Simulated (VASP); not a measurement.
# Co2CS2 (C2/m) in VASP: single point with PBE+U

Aim: the single point of Co2CS2 with PBE+U.

Everything below comes from runs of VASP 6.6.1. Logs are shortened: lines on timing, memory, paths and dates and some standing lists are left out, and cuts for length are marked.

### Step 1. The structure

Symmetry: C2/m, No. 12, monoclinic system. The conventional cell has a = 5.361 Å, b = 3.093 Å, c = 8.927 Å, α = 90.00°, β = 90.75°, γ = 90.00°. Around Co (site symmetry m) lie 3 C at 2.00 to 2.12 Å and 3 S at 2.23 to 2.25 Å. S (site symmetry m) has 3 Co at 2.23 to 2.25 Å as nearest neighbours. C (site symmetry 2/m) is surrounded by 6 Co at 2.00 to 2.12 Å.

The cell was built by a generator and needn't be a form met in nature.

### Step 2. Single point, PBE+U, collinear spin, zero start

File INCAR:

```
SYSTEM = Co2CS2
PREC = Accurate
ENCUT = 520
EDIFF = 1E-6
ISMEAR = -1
SIGMA = 0.1
LREAL = .FALSE.
LASPH = .TRUE.
NELM = 150
ALGO = Normal
ISIF = 2
LWAVE = .FALSE.
LCHARG = .FALSE.
ISPIN = 2
MAGMOM = 0 0 0 0 0
LORBIT = 11
LMAXMIX = 4
LDAU = .TRUE.
LDAUTYPE = 2
LDAUL = 2 -1 -1
LDAUU = 4 0 0
LDAUJ = 0 0 0
LDAUPRINT = 1
GGA = PE
NBANDS = 29
```

File KPOINTS:

```
Automatic mesh
0
Gamma
  7 7 3
  0.5 0.5 0.5
```

File POSCAR:

```
Co2CS2
1.0
    3.0948459251     -0.0009042566      0.0184355493
   -1.5482060718      2.6797630637     -0.0184355493
    0.0482008569     -0.0278287777      8.9263948530
Co S C
2 2 1
Direct
    0.3486377662      0.6513622338      0.1100788179
    0.6513622338      0.3486377662      0.8899211821
    0.3246332008      0.6753667992      0.7375478290
    0.6753667992      0.3246332008      0.2624521710
    0.0000000000      0.0000000000      0.0000000000
```

Potentials or basis: VASP PAW PBE potentials, release 64 (Co, S, C).

Run with:

```bash
cat potpaw_PBE.64/Co/POTCAR potpaw_PBE.64/S/POTCAR potpaw_PBE.64/C/POTCAR > POTCAR
mpirun -np 1 vasp_std > vasp.out
```

OUTCAR:

```text
SYSTEM = Co2CS2
   PREC = Accurate
   ENCUT = 520
   EDIFF = 1E-6
   ISMEAR = -1
   LREAL = .FALSE.
   LASPH = .TRUE.
   NELM = 150
   ISIF = 2
   ISPIN = 2
   LORBIT = 11
   GGA = PE

 ion  position               nearest neighbor table
   1  0.349  0.651  0.110-   5 2.00   5 2.00   5 2.12   4 2.23   4 2.25   4 2.25   2 2.53   2 2.73
                             2 2.73
   2  0.651  0.349  0.890-   5 2.00   5 2.00   5 2.12   3 2.23   3 2.25   3 2.25   1 2.53   1 2.73
                             1 2.73
   3  0.325  0.675  0.738-   2 2.23   2 2.25   2 2.25
   4  0.675  0.325  0.262-   1 2.23   1 2.25   1 2.25
   5  0.000  0.000  0.000-   2 2.00   1 2.00   2 2.00   1 2.00   1 2.12   2 2.12

  LATTYP: Found a base centered monoclinic cell.
 ALAT       =     5.3614614245
 B/A-ratio  =     0.5769471161
 C/A-ratio  =     1.6649505912
 COS(beta)  =    -0.0131118251

  Lattice vectors:

 A1 = (  -1.5482060718,   2.6797630637,  -0.0184355493)
 A2 = (  -3.0948459251,   0.0009042566,  -0.0184355493)
 A3 = (   0.0482008569,  -0.0278287777,   8.9263948530)

Analysis of symmetry for initial positions (statically):
=====================================================================
 Subroutine PRICEL returns:
 Original cell was already a primitive cell.

 Routine SETGRP: Setting up the symmetry group for a
 base centered monoclinic supercell.

 Subroutine GETGRP returns: Found  4 space group operations
 (whereof  4 operations were pure point group operations)
 out of a pool of  4 trial point group operations.

The static configuration has the point symmetry C_2h.

Analysis of symmetry for dynamics (positions and initial velocities):
=====================================================================
 Subroutine PRICEL returns:
 Original cell was already a primitive cell.

 Routine SETGRP: Setting up the symmetry group for a
 base centered monoclinic supercell.

 Subroutine GETGRP returns: Found  4 space group operations
 (whereof  4 operations were pure point group operations)
 out of a pool of  4 trial point group operations.

The dynamic configuration has the point symmetry C_2h.

Analysis of structural, dynamic, and magnetic symmetry:
=====================================================================
 Subroutine PRICEL returns:
 Original cell was already a primitive cell.

 Routine SETGRP: Setting up the symmetry group for a
 base centered monoclinic supercell.

 Subroutine GETGRP returns: Found  4 space group operations
 (whereof  4 operations were pure point group operations)
 out of a pool of  4 trial point group operations.

The overall configuration has the point symmetry C_2h.

 Subroutine INISYM returns: Found  4 space group operations
 (whereof  4 operations are pure point group operations),
 and found     1 'primitive' translations

----------------------------------------------------------------------------------------

                                     Primitive cell

  volume of cell :      74.0150

  direct lattice vectors                    reciprocal lattice vectors
     3.094845925 -0.000904257  0.018435549     0.323179342  0.186705603 -0.001163038
    -1.548206072  2.679763064 -0.018435549     0.000102124  0.373234322  0.001163038
     0.048200857 -0.027828778  8.926394853    -0.000667247  0.000385235  0.112032114

  length of vectors
     3.094900966  3.094900966  8.926568368     0.373236148  0.373236148  0.112034763

  position of ions in fractional coordinates (direct lattice)
     0.348637766  0.651362234  0.110078818
     0.651362234  0.348637766  0.889921182
     0.324633201  0.675366799  0.737547829
     0.675366799  0.324633201  0.262452171
     0.000000000  0.000000000  0.000000000

  ion indices of the primitive-cell ions
   primitive index   ion index
                 1           1
                 2           2
                 3           3
                 4           4
                 5           5

----------------------------------------------------------------------------------------

 KPOINTS: Automatic mesh

Automatic generation of k-mesh.
 Grid dimensions read from file:
 generate k-points for:    7    7    3

 Generating k-lattice:

[... 84 lines left out ...]
  Thomas-Fermi vector in A             =   2.396539
   LORBIT       =     11    0 simple, 1 ext, 2 COOP (PROOUT), +10 PAW based schemes
 LDA+U is selected, type is set to LDAUTYPE =  2
   angular momentum for each species LDAUL =     2   -1   -1
   U (eV)           for each species LDAUU =   4.0  0.0  0.0
   J (eV)           for each species LDAUJ =   0.0  0.0  0.0
   GGA     = PE    functional components
   LHFCALC =     F    Hartree Fock is set to
   AEXX    =    0.0000 exact exchange contribution
   IVDW    =     0    specifies the selected vdW correction
   LEPSILON=     F    determine dielectric tensor
   LRPA    =     F    only Hartree local field effects (RPA)
 spin polarized calculation
  energy-cutoff  :      520.00
  volume of cell :       74.01
 maximum number of plane-waves:      2003
   NGX = 11   NGY = 11   NGZ = 33

 number of electron      34.0000000 magnetization       0.0000000

atom =   1  type =  1  l = 2

 onsite density matrix

spin component  1

  0.7988  0.0009  0.0089  0.1532  0.0022
  0.0009  0.6504 -0.0033  0.0158  0.1542
  0.0089 -0.0033  0.9117  0.0057 -0.0052
  0.1532  0.0158  0.0057  0.6322  0.0009
  0.0022  0.1542 -0.0052  0.0009  0.8013

spin component  2

  0.7988  0.0009  0.0089  0.1532  0.0022
  0.0009  0.6504 -0.0033  0.0158  0.1542
  0.0089 -0.0033  0.9117  0.0057 -0.0052
  0.1532  0.0158  0.0057  0.6322  0.0009
  0.0022  0.1542 -0.0052  0.0009  0.8013

 occupancies and eigenvectors

  o =  0.5344  v = -0.4347 -0.4324 -0.0013  0.7490  0.2510  0.0000  0.0000  0.0000  0.0000  0.0000      0.0000  0.0000  0.0000  0.0000  0.0000  0.0000  0.0000  0.0000  0.0000  0.0000
  o =  0.5344  v =  0.0000  0.0000  0.0000  0.0000  0.0000 -0.4347 -0.4324 -0.0013  0.7490  0.2510      0.0000  0.0000  0.0000  0.0000  0.0000  0.0000  0.0000  0.0000  0.0000  0.0000
  o =  0.5606  v =  0.2693 -0.7297 -0.0000 -0.4213  0.4664  0.0000  0.0000  0.0000  0.0000  0.0000      0.0000  0.0000  0.0000  0.0000  0.0000  0.0000  0.0000  0.0000  0.0000  0.0000
  o =  0.5606  v =  0.0000  0.0000  0.0000  0.0000  0.0000  0.2693 -0.7296 -0.0000 -0.4213  0.4665      0.0000  0.0000  0.0000  0.0000  0.0000  0.0000  0.0000  0.0000  0.0000  0.0000
  o =  0.8813  v = -0.6952  0.2327  0.3729 -0.4030  0.4014  0.0000  0.0000  0.0000  0.0000  0.0000      0.0000  0.0000  0.0000  0.0000  0.0000  0.0000  0.0000  0.0000  0.0000  0.0000
  o =  0.8813  v =  0.0000  0.0000  0.0000  0.0000  0.0000 -0.6952  0.2327  0.3730 -0.4030  0.4014      0.0000  0.0000  0.0000  0.0000  0.0000  0.0000  0.0000  0.0000  0.0000  0.0000
  o =  0.9015  v =  0.4213  0.4664 -0.0000  0.2693  0.7297  0.0000  0.0000  0.0000  0.0000  0.0000      0.0000  0.0000  0.0000  0.0000  0.0000  0.0000  0.0000  0.0000  0.0000  0.0000
  o =  0.9015  v =  0.0000  0.0000  0.0000  0.0000  0.0000  0.4213  0.4665 -0.0000  0.2693  0.7296      0.0000  0.0000  0.0000  0.0000  0.0000  0.0000  0.0000  0.0000  0.0000  0.0000
  o =  0.9166  v = -0.2788  0.0941 -0.9279 -0.1630  0.1610  0.0000  0.0000  0.0000  0.0000  0.0000      0.0000  0.0000  0.0000  0.0000  0.0000  0.0000  0.0000  0.0000  0.0000  0.0000
  o =  0.9166  v =  0.0000  0.0000  0.0000  0.0000  0.0000 -0.2788  0.0942 -0.9278 -0.1631  0.1610      0.0000  0.0000  0.0000  0.0000  0.0000  0.0000  0.0000  0.0000  0.0000  0.0000

atom =   2  type =  1  l = 2

 onsite density matrix

spin component  1

  0.7988  0.0009  0.0089  0.1532  0.0022
  0.0009  0.6504 -0.0033  0.0158  0.1542
  0.0089 -0.0033  0.9117  0.0057 -0.0052
  0.1532  0.0158  0.0057  0.6322  0.0009
  0.0022  0.1542 -0.0052  0.0009  0.8013

spin component  2

  0.7988  0.0009  0.0089  0.1532  0.0022
  0.0009  0.6504 -0.0033  0.0158  0.1542
  0.0089 -0.0033  0.9117  0.0057 -0.0052
  0.1532  0.0158  0.0057  0.6322  0.0009
  0.0022  0.1542 -0.0052  0.0009  0.8013

 occupancies and eigenvectors

  o =  0.5344  v = -0.4347 -0.4324 -0.0013  0.7490  0.2510  0.0000  0.0000  0.0000  0.0000  0.0000      0.0000  0.0000  0.0000  0.0000  0.0000  0.0000  0.0000  0.0000  0.0000  0.0000
  o =  0.5344  v =  0.0000  0.0000  0.0000  0.0000  0.0000 -0.4347 -0.4324 -0.0013  0.7490  0.2510      0.0000  0.0000  0.0000  0.0000  0.0000  0.0000  0.0000  0.0000  0.0000  0.0000
  o =  0.5606  v =  0.2693 -0.7297 -0.0000 -0.4213  0.4664  0.0000  0.0000  0.0000  0.0000  0.0000      0.0000  0.0000  0.0000  0.0000  0.0000  0.0000  0.0000  0.0000  0.0000  0.0000
  o =  0.5606  v =  0.0000  0.0000  0.0000  0.0000  0.0000  0.2693 -0.7296 -0.0000 -0.4213  0.4665      0.0000  0.0000  0.0000  0.0000  0.0000  0.0000  0.0000  0.0000  0.0000  0.0000
  o =  0.8813  v = -0.6952  0.2327  0.3729 -0.4030  0.4014  0.0000  0.0000  0.0000  0.0000  0.0000      0.0000  0.0000  0.0000  0.0000  0.0000  0.0000  0.0000  0.0000  0.0000  0.0000
  o =  0.8813  v =  0.0000  0.0000  0.0000  0.0000  0.0000 -0.6952  0.2327  0.3730 -0.4030  0.4014      0.0000  0.0000  0.0000  0.0000  0.0000  0.0000  0.0000  0.0000  0.0000  0.0000
  o =  0.9015  v =  0.4213  0.4664 -0.0000  0.2693  0.7297  0.0000  0.0000  0.0000  0.0000  0.0000      0.0000  0.0000  0.0000  0.0000  0.0000  0.0000  0.0000  0.0000  0.0000  0.0000
  o =  0.9015  v =  0.0000  0.0000  0.0000  0.0000  0.0000  0.4213  0.4665 -0.0000  0.2693  0.7296      0.0000  0.0000  0.0000  0.0000  0.0000  0.0000  0.0000  0.0000  0.0000  0.0000
  o =  0.9166  v = -0.2788  0.0941 -0.9279 -0.1630  0.1610  0.0000  0.0000  0.0000  0.0000  0.0000      0.0000  0.0000  0.0000  0.0000  0.0000  0.0000  0.0000  0.0000  0.0000  0.0000
  o =  0.9166  v =  0.0000  0.0000  0.0000  0.0000  0.0000 -0.2788  0.0942 -0.9278 -0.1631  0.1610      0.0000  0.0000  0.0000  0.0000  0.0000  0.0000  0.0000  0.0000  0.0000  0.0000

 number of electron      33.9999999 magnetization      -0.0001523

 Free energy of the ion-electron system (eV)
  ---------------------------------------------------
  ext. energy  EPLUGINS =         0.00000000
  ---------------------------------------------------
  free energy    TOTEN  =       -24.17512282 eV

  energy without entropy =      -24.08914329  energy(sigma->0) =      -24.13213305

 E-fermi :   5.5830     XC(G=0): -10.3131

 val. band max:        5.4893018484   @ k =   0.0714   0.5000   0.1667
 cond. band min:       5.6204720845   @ k =   0.0714   0.0714   0.1667
 fundamental gap:      0.1311702361
 Fermi energy:         5.5830132887

 spin component 1

 k-point     1 :       0.0714    0.0714    0.1667
  band No.  band energies     occupation
      1      -9.1842      1.00000
      2      -8.5952      1.00000
      3      -5.9169      1.00000
      4      -0.7806      1.00000
      5       0.5319      1.00000
      6       1.1528      1.00000
[... 1529 lines left out ...]
     28      16.3579      0.00000
     29      16.6321      0.00000

 [... further k-points ...]
[... 5 lines left out ...]
  --------------------------------------------------------------------------------------
  -------------------------------------------------------------------------------------
  Total       -1.4884484     -1.6146420     -1.2514567     -0.1092869     -0.0553798      0.0959385
  in kB      -32.2199435    -34.9516146    -27.0898644     -2.3656966     -1.1987871      2.0767476
  external PRESSURE =     -31.4204742 kB  Pullay stress =       0.0000000 kB

 VOLUME and BASIS-vectors are now :
 -----------------------------------------------------------------------------
  energy-cutoff  :      520.00
  volume of cell :       74.01
      direct lattice vectors                 reciprocal lattice vectors
     3.094845925 -0.000904257  0.018435549     0.323179342  0.186705603 -0.001163038
    -1.548206072  2.679763064 -0.018435549     0.000102124  0.373234322  0.001163038
     0.048200857 -0.027828778  8.926394853    -0.000667247  0.000385235  0.112032114

 POSITION                                       TOTAL-FORCE (eV/Angst)
 -----------------------------------------------------------------------------------
      0.07584      1.74212      0.97703         0.079209     -0.045731     -0.280139
      1.51900      0.90891      7.94937        -0.079209      0.045731      0.280139
     -0.00537      1.78900      6.57718         0.011292     -0.006520      0.141429
      1.60021      0.86203      2.34922        -0.011292      0.006520     -0.141429
      0.00000      0.00000      0.00000         0.000000      0.000000      0.000000
 -----------------------------------------------------------------------------------
    total drift:                               -0.000000      0.000000      0.000000

  FREE ENERGIE OF THE ION-ELECTRON SYSTEM (eV)
  ---------------------------------------------------
  free  energy   TOTEN  =       -24.1751228224 eV

  energy  without entropy=      -24.0891432871  energy(sigma->0) =      -24.13213305

 total charge

# of ion       s       p       d       tot
------------------------------------------
    1        0.438   0.623   7.550   8.612
    2        0.438   0.623   7.550   8.612
    3        1.376   2.261   0.000   3.636
    4        1.376   2.261   0.000   3.636
    5        0.889   1.394   0.000   2.283
--------------------------------------------------
tot          4.516   7.161  15.101  26.778

 magnetization (x)

# of ion       s       p       d       tot
------------------------------------------
    1       -0.000  -0.000  -0.000  -0.000
    2       -0.000  -0.000  -0.000  -0.000
    3       -0.000   0.000   0.000   0.000
    4       -0.000   0.000   0.000   0.000
    5       -0.000  -0.000   0.000  -0.000
--------------------------------------------------
tot         -0.000  -0.000  -0.000  -0.000
```

Run time: 4.1 min. Hardware: 1 thread of Intel Xeon Platinum 8259CL at 2.50GHz (Skylake/Cascade Lake), shared host; peak memory 0.31 GiB.

What came out:

| Quantity | Value |
| --- | --- |
| Free energy | -24.1751 eV |
| Pressure | -3.1 GPa |
| Largest force | 0.295 eV/Å |
| Band gap on the k mesh | none (metal or under the smearing width) |
| Net moment | 0.00 μB per cell |
| Valence electrons inside the program's atomic spheres | Co 8.61; S 3.64; C 2.28 |

Forces in eV/Å, atoms in the order of the input:
```
Co   0.079 -0.046 -0.280
Co  -0.079  0.046  0.280
S    0.011 -0.007  0.141
S   -0.011  0.007 -0.141
C    0.000  0.000  0.000
```

Eigenvalues of the final occupation matrices:
| site | spin | trace | eigenvalues |
| --- | --- | --- | --- |
| site 1 d | 1 | 3.79 | 0.53 0.56 0.88 0.90 0.92 |
| site 1 d | 2 | 3.79 | 0.53 0.56 0.88 0.90 0.92 |
| site 2 d | 1 | 3.79 | 0.53 0.56 0.88 0.90 0.92 |
| site 2 d | 2 | 3.79 | 0.53 0.56 0.88 0.90 0.92 |

Caveat: this functional lacks dispersion, which binds the layers, so the pressure and a relaxed spacing across them are unreliable.
